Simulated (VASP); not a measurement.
Computed with HSE06 screened hybrid, VASP's PBE PAW potentials (set 64) (plane waves; VASP).

A VASP calculation is set up with these files.

KPOINTS:
```
Automatic mesh
0
Gamma
1 1 1
0 0 0
```

### INCAR
```
SYSTEM=C32NSi31
PREC=Normal; ENCUT=400; LREAL=Auto
LASPH=.True.; ISYM=0
EDIFF=1E-5; NELM=50; NELMIN=4
ALGO=Normal
ISMEAR=0; SIGMA=0.05
GGA=PE; LHFCALC=.True.; AEXX=0.25
HFSCREEN=0.2; PRECFOCK=Fast
ISPIN=2; MAGMOM=64*0.0156; NUPDOWN=1
ISIF=0
LWAVE=.False.; LCHARG=.False.; LORBIT=10
```

**POSCAR**
```
C32NSi31
8.7583310
  1.0000000497   0.0000000000   0.0000000000
  0.0000000000   1.0000000497   0.0000000000
  0.0000000000   0.0000000000   1.0000000497
Si C N
31 32 1
Cart
  0.4993509773   0.9992098516   0.9992936832
  0.7502043168   0.2505585114   0.9998140872
  0.7502439280   0.9997507551   0.2505757914
  0.9990926247   0.9989586696   0.9990782211
  0.2503023562   0.2503509780   0.9982283695
  0.4989701884   0.4991007352   0.9988717847
  0.7502640047   0.7502045919   0.9988040116
  0.2503265932   0.9981482775   0.2503509417
  0.4950425937   0.2529185917   0.2529430712
  0.7471289571   0.5027619454   0.2532593016
  0.4989953968   0.9988855021   0.4991469794
  0.7471414558   0.2531918900   0.5027757959
  0.7502705517   0.9987232772   0.7503091331
  0.9992705731   0.4992362825   0.9992528504
  0.2506030979   0.7501921839   0.9999012641
  0.9982805451   0.2502216726   0.2502271513
  0.2529651220   0.4950981961   0.2530798450
  0.5028414379   0.7471283701   0.2534351081
  0.9992829281   0.9991704461   0.4993354222
  0.2530031141   0.2529769714   0.4951145860
  0.7483012544   0.7482767510   0.4956266919
  0.2505409194   0.9998645477   0.7503328943
  0.5028368991   0.2532741415   0.7472408461
  0.7482935269   0.4955310579   0.7483872185
  0.9998573407   0.7500914070   0.2505933544
  0.9987565451   0.4989522726   0.4990321624
  0.2532819824   0.7470759897   0.5030420787
  0.9997790156   0.2505097193   0.7501795460
  0.2532629830   0.5028341486   0.7471742132
  0.4955645148   0.7482799084   0.7483162372
  0.9987101204   0.7502121046   0.7503638216
  0.6246923460   0.1274866565   0.1275168715
  0.8720453070   0.3750999441   0.1273739205
  0.8721106723   0.1273004760   0.3751126974
  0.1247587302   0.1245837679   0.1246299495
  0.3742827908   0.3743882747   0.1239844558
  0.6246791204   0.6247346516   0.1241462110
  0.8747072017   0.8745412804   0.1249684820
  0.3743183734   0.1239219903   0.3743487830
  0.6094139104   0.3887080969   0.3887398238
  0.8750105386   0.6248203553   0.3745587719
  0.6247239483   0.1240884915   0.6248060115
  0.8749486394   0.3744707382   0.6248832262
  0.8746749892   0.1248567454   0.8747075408
  0.1275620860   0.6245888119   0.1275416777
  0.3752113662   0.8719939136   0.1274838786
  0.1239309483   0.3742655467   0.3743231843
  0.3888666088   0.6093512992   0.3890327481
  0.6249107762   0.8751092607   0.3747084152
  0.1275435954   0.1274961441   0.6246780492
  0.3888658953   0.3888384284   0.6094483841
  0.6126181693   0.6125509360   0.6126439112
  0.8727171752   0.8726651695   0.6246206400
  0.3751718719   0.1274063138   0.8721450383
  0.6248560690   0.3746029406   0.8751675417
  0.8727118034   0.6244829719   0.8728032797
  0.1274337434   0.8719012242   0.3751791605
  0.1239682861   0.6246609288   0.6247876235
  0.3745349705   0.8751369569   0.6250320688
  0.1273698037   0.3751021456   0.8719755566
  0.3745347231   0.6249339775   0.8750794831
  0.6245829836   0.8726429403   0.8727158282
  0.1249606780   0.8745891374   0.8747252979
  0.4981448044   0.4981485257   0.4982328145
```

POTCAR, in this order: Si C N (PBE.64 set). Program: vasp_gam. Read from the step before: WAVECAR.

Output of the run:

### OSZICAR
```
       N       E                     dE             d eps       ncg     rms          rms(c)
DAV:   1    -0.553028414511E+03   -0.55303E+03   -0.10103E+01   644   0.796E+00    0.146E+01
DAV:   2    -0.553094799694E+03   -0.66385E-01   -0.29032E-01   758   0.125E+00    0.105E+01
DAV:   3    -0.553077569525E+03    0.17230E-01   -0.16583E-02   760   0.329E-01    0.619E+00
DAV:   4    -0.553071522379E+03    0.60471E-02   -0.42132E-03   744   0.144E-01    0.358E+00
DAV:   5    -0.553069510222E+03    0.20122E-02   -0.92996E-04   712   0.712E-02    0.205E+00
DAV:   6    -0.553068860593E+03    0.64963E-03   -0.39094E-04   710   0.473E-02    0.116E+00
DAV:   7    -0.553068656978E+03    0.20362E-03   -0.11167E-04   720   0.256E-02    0.656E-01
DAV:   8    -0.553068592121E+03    0.64857E-04   -0.24209E-05   494   0.138E-02    0.378E-01
DAV:   9    -0.553068572814E+03    0.19307E-04   -0.12135E-05   448   0.101E-02    0.216E-01
DAV:  10    -0.553068568019E+03    0.47950E-05   -0.36267E-06   447   0.546E-03
   1 F= -.55306857E+03 E0= -.55306857E+03  d E =-.558076E-16  mag=     1.0000
```

**OUTCAR**
```
------------------------ aborting loop because EDIFF is reached ----------------------------------------
  volume of cell :      671.84
      direct lattice vectors                 reciprocal lattice vectors
     8.758331436  0.000000000  0.000000000     0.114176999  0.000000000  0.000000000
     0.000000000  8.758331436  0.000000000     0.000000000  0.114176999  0.000000000
     0.000000000  0.000000000  8.758331436     0.000000000  0.000000000  0.114176999
  FREE ENERGIE OF THE ION-ELECTRON SYSTEM (eV)
  ---------------------------------------------------
  free  energy   TOTEN  =      -553.0685680189 eV

  energy  without entropy=     -553.0685680189  energy(sigma->0) =     -553.06856802

  exchange ACFDT corr.  =         0.00000000  see jH, gK, PRB 81, 115126

 total charge

# of ion       s       p       d       tot
------------------------------------------
    1        0.702   0.946   0.000   1.649
    2        0.707   0.976   0.000   1.682
    3        0.707   0.975   0.000   1.682
    4        0.707   0.975   0.000   1.681
    5        0.707   0.976   0.000   1.683
    6        0.706   0.975   0.000   1.681
    7        0.707   0.975   0.000   1.682
    8        0.707   0.976   0.000   1.683
    9        0.708   0.971   0.000   1.679
   10        0.707   0.967   0.000   1.674
   11        0.706   0.975   0.000   1.681
   12        0.707   0.967   0.000   1.674
   13        0.707   0.975   0.000   1.682
   14        0.702   0.946   0.000   1.649
   15        0.707   0.976   0.000   1.682
   16        0.707   0.976   0.000   1.683
   17        0.708   0.971   0.000   1.679
   18        0.707   0.967   0.000   1.674
   19        0.702   0.946   0.000   1.648
   20        0.708   0.970   0.000   1.679
   21        0.708   0.970   0.000   1.678
   22        0.707   0.976   0.000   1.682
   23        0.707   0.967   0.000   1.674
   24        0.708   0.970   0.000   1.678
   25        0.707   0.976   0.000   1.682
   26        0.706   0.975   0.000   1.681
   27        0.707   0.967   0.000   1.674
   28        0.707   0.976   0.000   1.682
   29        0.707   0.967   0.000   1.674
   30        0.708   0.971   0.000   1.678
   31        0.707   0.975   0.000   1.682
   32        0.837   1.682   0.000   2.519
   33        0.832   1.698   0.000   2.529
   34        0.832   1.697   0.000   2.529
   35        0.836   1.695   0.000   2.531
   36        0.835   1.726   0.000   2.561
   37        0.840   1.710   0.000   2.549
   38        0.832   1.711   0.000   2.543
   39        0.835   1.726   0.000   2.562
   40        0.818   1.565   0.000   2.384
   41        0.835   1.726   0.000   2.561
   42        0.840   1.710   0.000   2.549
   43        0.835   1.726   0.000   2.561
   44        0.832   1.711   0.000   2.543
   45        0.837   1.683   0.000   2.519
   46        0.832   1.697   0.000   2.529
   47        0.835   1.726   0.000   2.561
   48        0.818   1.566   0.000   2.384
   49        0.835   1.725   0.000   2.561
   50        0.837   1.682   0.000   2.519
   51        0.818   1.566   0.000   2.384
   52        0.833   1.534   0.000   2.367
   53        0.832   1.700   0.000   2.531
   54        0.832   1.698   0.000   2.529
   55        0.835   1.726   0.000   2.561
   56        0.832   1.700   0.000   2.532
   57        0.832   1.697   0.000   2.529
   58        0.840   1.710   0.000   2.549
   59        0.835   1.726   0.000   2.561
   60        0.832   1.698   0.000   2.529
   61        0.835   1.726   0.000   2.561
   62        0.832   1.700   0.000   2.531
   63        0.832   1.711   0.000   2.543
   64        1.212   2.284   0.000   3.495
--------------------------------------------------
tot         49.769  86.405   0.000 136.174

 magnetization (x)

# of ion       s       p       d       tot
------------------------------------------
    1       -0.000   0.004   0.000   0.004
    2       -0.000   0.004   0.000   0.004
    3       -0.000   0.004   0.000   0.004
    4       -0.000   0.004   0.000   0.004
    5       -0.000   0.003   0.000   0.003
    6        0.000   0.004   0.000   0.004
    7        0.000   0.003   0.000   0.004
    8       -0.000   0.003   0.000   0.003
    9        0.000   0.004   0.000   0.005
   10        0.000   0.004   0.000   0.004
   11        0.000   0.004   0.000   0.004
   12        0.000   0.004   0.000   0.004
   13        0.000   0.003   0.000   0.004
   14       -0.000   0.004   0.000   0.004
   15       -0.000   0.004   0.000   0.004
   16       -0.000   0.003   0.000   0.003
   17        0.000   0.004   0.000   0.005
   18        0.000   0.004   0.000   0.004
   19       -0.000   0.004   0.000   0.004
   20        0.000   0.004   0.000   0.005
   21        0.000   0.005   0.000   0.005
...
```
(Selected blocks of OUTCAR.)

The supercell is sampled at Γ alone, which is coarse: total energies, pressure and levels can be off, energies of defects by several tenths of an eV.

The cell is a supercell with a defect, built from SiC (zinc blende): N_Si. The cell's shape comes from a PBE relaxation.
